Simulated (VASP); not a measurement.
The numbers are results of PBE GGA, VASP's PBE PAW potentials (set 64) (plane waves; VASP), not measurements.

Input for VASP

### POSCAR
```
Si
1.0
  0.0000000000   2.7342686750   2.7342686750
  2.7342686750   0.0000000000   2.7342686750
  2.7342686750   2.7342686750   0.0000000000
Si
2
Cart
  0.0000000000   0.0000000000   0.0000000000
  1.3671343375   1.3671343375   1.3671343375
```

File KPOINTS:
```
Automatic mesh
0
Gamma
8 8 8
0 0 0
```

### INCAR
```
! general
SYSTEM=Si
PREC  =Accurate
ENCUT =480   ! plane-wave cut-off (eV)
LREAL =.False.   ! projection in real space or not
LASPH =.True.   ! aspherical one-centre terms

! electronic loop
EDIFF =1E-6   ! SCF stop (eV)
NELM  =100   ! most electronic steps
ALGO  =Normal   ! blocked Davidson

! smearing
ISMEAR=0   ! Gaussian
SIGMA =0.05

! functional
GGA   =PE   ! PBE

! ions
IBRION=2
NSW   =60   ! most ionic steps
ISIF  =3   ! ions, shape and volume
EDIFFG=-0.01   ! ionic stop

! output
LWAVE =.False.
LCHARG=.False.
```

POTCAR, in this order: Si (PBE.64 set). Program: vasp_std.

The resulting files:

OUTCAR:
```
 ion  position               nearest neighbor table
   1  0.000  0.000  0.000-   2 2.37   2 2.37   2 2.37   2 2.37
   2  0.250  0.250  0.250-   1 2.37   1 2.37   1 2.37   1 2.37
  LATTYP: Found a face centered cubic cell.
 ALAT       =     5.4685373500
 Subroutine PRICEL returns:
 Original cell was already a primitive cell.
 Subroutine GETGRP returns: Found 48 space group operations
The static configuration has the point symmetry T_d .
 The point group associated with its full space group is O_h .
The dynamic configuration has the point symmetry T_d .
 Subroutine INISYM returns: Found 48 space group operations
 Subroutine IBZKPT returns following result:
 Found     29 irreducible k-points:

 Following reciprocal coordinates:
            Coordinates               Weight
  0.000000  0.000000  0.000000      1.000000
  0.125000  0.000000  0.000000      8.000000
  0.250000  0.000000  0.000000      8.000000
  0.375000  0.000000  0.000000      8.000000
  0.500000  0.000000  0.000000      4.000000
  0.125000  0.125000  0.000000      6.000000
  0.250000  0.125000  0.000000     24.000000
  0.375000  0.125000  0.000000     24.000000
  0.500000  0.125000  0.000000     24.000000
 -0.375000  0.125000  0.000000     24.000000
 -0.250000  0.125000  0.000000     24.000000
 -0.125000  0.125000  0.000000     12.000000
  0.250000  0.250000  0.000000      6.000000
  0.375000  0.250000  0.000000     24.000000
  0.500000  0.250000  0.000000     24.000000
 -0.375000  0.250000  0.000000     24.000000
 -0.250000  0.250000  0.000000     12.000000
  0.375000  0.375000  0.000000      6.000000
  0.500000  0.375000  0.000000     24.000000
 -0.375000  0.375000  0.000000     12.000000
  0.500000  0.500000  0.000000      3.000000
  0.375000  0.250000  0.125000     24.000000
  0.500000  0.250000  0.125000     48.000000
...
```

OSZICAR:
```
       N       E                     dE             d eps       ncg     rms          rms(c)
DAV:   1     0.592754975044E+01    0.59275E+01   -0.30399E+03   464   0.713E+02
DAV:   2    -0.107743563619E+02   -0.16702E+02   -0.16389E+02   696   0.810E+01
DAV:   3    -0.110137955567E+02   -0.23944E+00   -0.23605E+00   624   0.114E+01
DAV:   4    -0.110149778633E+02   -0.11823E-02   -0.11823E-02   720   0.891E-01
DAV:   5    -0.110149809012E+02   -0.30378E-05   -0.30377E-05   624   0.264E-02    0.475E+00
DAV:   6    -0.108985804892E+02    0.11640E+00   -0.75854E-02   560   0.144E+00    0.290E+00
DAV:   7    -0.108447456999E+02    0.53835E-01   -0.14609E-01   616   0.213E+00    0.174E-01
DAV:   8    -0.108458531457E+02   -0.11074E-02   -0.38322E-03   504   0.464E-01    0.730E-02
DAV:   9    -0.108460552960E+02   -0.20215E-03   -0.20421E-04   672   0.112E-01    0.569E-02
DAV:  10    -0.108460807933E+02   -0.25497E-04   -0.30738E-05   504   0.415E-02    0.100E-02
DAV:  11    -0.108460804278E+02    0.36544E-06   -0.56985E-07   688   0.528E-03
   1 F= -.10846080E+02 E0= -.10846080E+02  d E =-.108461E+02
```

File OUTCAR:
```
------------------------ aborting loop because EDIFF is reached ----------------------------------------
  FORCE on cell =-STRESS in cart. coord.  units (eV):
  Direction    XX          YY          ZZ          XY          YZ          ZX
  --------------------------------------------------------------------------------------
  Total        0.0028231      0.0028231      0.0028231      0.0000000     -0.0000000      0.0000000
  in kB        0.1106340      0.1106340      0.1106340      0.0000000     -0.0000000      0.0000000
  external PRESSURE =       0.1106340 kB  Pullay stress =       0.0000000 kB
  volume of cell :       40.88
      direct lattice vectors                 reciprocal lattice vectors
     0.000000000  2.734268675  2.734268675    -0.182864253  0.182864253  0.182864253
     2.734268675  0.000000000  2.734268675     0.182864253 -0.182864253  0.182864253
     2.734268675  2.734268675  0.000000000     0.182864253  0.182864253 -0.182864253
 POSITION                                       TOTAL-FORCE (eV/Angst)
 -----------------------------------------------------------------------------------
      0.00000      0.00000      0.00000        -0.000000     -0.000000      0.000000
      1.36713      1.36713      1.36713         0.000000      0.000000     -0.000000
 -----------------------------------------------------------------------------------
    total drift:                                0.000000      0.000000     -0.000000
  FREE ENERGIE OF THE ION-ELECTRON SYSTEM (eV)
  ---------------------------------------------------
  free  energy   TOTEN  =       -10.8460804278 eV

  energy  without entropy=      -10.8460804278  energy(sigma->0) =      -10.84608043

 reached required accuracy - stopping structural energy minimisation
```
(Selected blocks of OUTCAR.)

**OUTCAR**
```
 val. band max:        5.6183688230   @ k =   0.0000   0.0000   0.0000

 cond. band min:       6.2681158742   @ k =   0.3750   0.3750   0.0000


 Fermi energy:         5.8781071265

 k-point     1 :       0.0000    0.0000    0.0000
  band No.  band energies     occupation
      1      -6.1972      2.00000
      2       5.6184      2.00000
      3       5.6184      2.00000
      4       5.6184      2.00000
      5       8.1749      0.00000
      6       8.1749      0.00000
      7       8.1749      0.00000
      8       8.7535      0.00000

 k-point     2 :       0.1250    0.0000    0.0000
  band No.  band energies     occupation
      1      -5.9968      2.00000
      2       4.0275      2.00000
      3       5.3359      2.00000
      4       5.3359      2.00000
      5       8.0616      0.00000
      6       8.5904      0.00000
      7       8.5904      0.00000
      8      10.1520      0.00000

 k-point     3 :       0.2500    0.0000    0.0000
  band No.  band energies     occupation
      1      -5.4123      2.00000
      2       1.7318      2.00000
      3       4.8732      2.00000
      4       4.8732      2.00000
      5       7.5779      0.00000
      6       9.1083      0.00000
      7       9.1083      0.00000
      8      12.3704      0.00000

 k-point     4 :       0.3750    0.0000    0.0000
  band No.  band energies     occupation
      1      -4.5376      2.00000
      2      -0.2528      2.00000
      3       4.5504      2.00000
      4       4.5504      2.00000
      5       7.2133      0.00000
      6       9.0710      0.00000
      7       9.0710      0.00000
      8      13.4557      0.00000

 k-point     5 :       0.5000    0.0000    0.0000
  band No.  band energies     occupation
      1      -3.9182      2.00000
      2      -1.2509      2.00000
      3       4.4398      2.00000
      4       4.4398      2.00000
      5       7.0852      0.00000
      6       8.9673      0.00000
      7       8.9673      0.00000
...
```

The compound is Si in the diamond structure. It was relaxed first. The start is the result of an earlier pass.
